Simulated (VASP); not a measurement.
## SnTe: relaxation of cell and atoms with PBE

The system is SnTe.

```
CELL_PARAMETERS angstrom
0.00000 3.20518 3.20518
3.20518 0.00000 3.20518
3.20518 3.20518 0.00000
ATOMIC_POSITIONS crystal
Sn 0.00000 0.00000 0.00000
Te 0.50000 0.50000 0.50000
```

| Property | Result |
| --- | --- |
| Program | VASP 6.6.1 |
| Task | relaxation of cell and atoms |
| Functional | PBE |
| Potentials or basis | VASP PAW PBE potentials, release 64 (Sn_d, Te) |
| Cutoff | 600 eV |
| k mesh | 10 × 10 × 10 |
| Occupations | gaussian, width 0.03 eV |
| Spin | no spin polarisation |
| Further INCAR settings | ALGO = Normal; EDIFF = 1e-07; IBRION = 2; EDIFFG = -0.005; NSW = 90; ISIF = 3 |

The pressure after relaxing is 0.0 GPa and the band gap on the k mesh is 0.05 eV, direct.

Final structure:
```
Sn Te
1.0
     0.00000    3.20518    3.20518
     3.20518    0.00000    3.20518
     3.20518    3.20518    0.00000
Sn Te
1 1
Direct
  0.00000 0.00000 0.00000
  0.50000 0.50000 0.50000
```

Levels at points of the mesh, in eV from the valence-band top:
```csv
k point,band 8,band 9,band 10,band 11,band 12,band 13
"(0.00, 0.00, 0.00)",-2.00,-2.00,-2.00,3.25,3.25,3.25
"(0.50, 0.00, 0.00)",-1.67,-1.67,0.00,0.05,0.45,0.45
"(0.50, 0.50, 0.00)",-5.21,-3.49,-3.49,2.38,4.69,4.69
```

It took 26 s on 1 thread of Intel(R) Xeon(R) 6975P-C (Granite Rapids), on a shared host, peak memory 0.23 GiB.

Caveat: the relaxation stopped at its first step, so nothing moved; spin-orbit coupling is left out, which moves the levels of the heavy elements. A k mesh can miss the band edges.
